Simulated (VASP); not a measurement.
All values below come from LDA (Ceperley-Alder, Perdew-Zunger), VASP's LDA PAW potentials (set 64) (plane waves; VASP).

VASP ran on this input.

**INCAR**
```
NELMIN = 4
EDIFFG = -0.03
SYSTEM = MoTe2
LWAVE = .False.
IBRION = 2   # conjugate gradients
PREC = Normal
LASPH = .True.   # aspherical one-centre terms
SIGMA = 0.05   # width (eV)
NELM = 100
ISMEAR = 0   # Gaussian
ENCUT = 400
EDIFF = 1E-5   # SCF stop (eV)
ISIF = 2   # forces and stress, cell fixed
LCHARG = .False.
ALGO = Fast   # Davidson, then RMM-DIIS
LMAXMIX = 4
LREAL = .False.
NSW = 20   # most ionic steps
```

**POSCAR**
```
MoTe2
1.0
  3.4759193182   0.0000000000   0.0000000000
 -1.7379596591   3.0102340255   0.0000000000
  0.0000000000   0.0000000000  13.7651404690
Te Mo
4 2
direct
  0.6666670000   0.3333330000   0.3790000000
  0.3333330000   0.6666670000   0.8790000000
  0.3333330000   0.6666670000   0.6210000000
  0.6666670000   0.3333330000   0.1210000000
  0.6666670000   0.3333330000   0.7500000000
  0.3333330000   0.6666670000   0.2500000000
```

KPOINTS:
```
Automatic
0
gamma
10 10 3
```

POTCAR, in this order: Te Mo_sv (LDA.64 set). Program: vasp_std.

Question: What will the output report for the number of irreducible k-points (NKPTS), largest plane-wave count, number of space-group operations, FFT grid (NGX, NGY, NGZ)?

Answer: 
- number of irreducible k-points (NKPTS): 28
- largest plane-wave count: 2637
- number of space-group operations: 24
- FFT grid (NGX, NGY, NGZ): 18 × 18 × 70

The compound is MoTe2 in the 2H layered structure. This run relaxes the ions in a fixed cell. Symmetry was kept, so distortions that lower it aren't found.
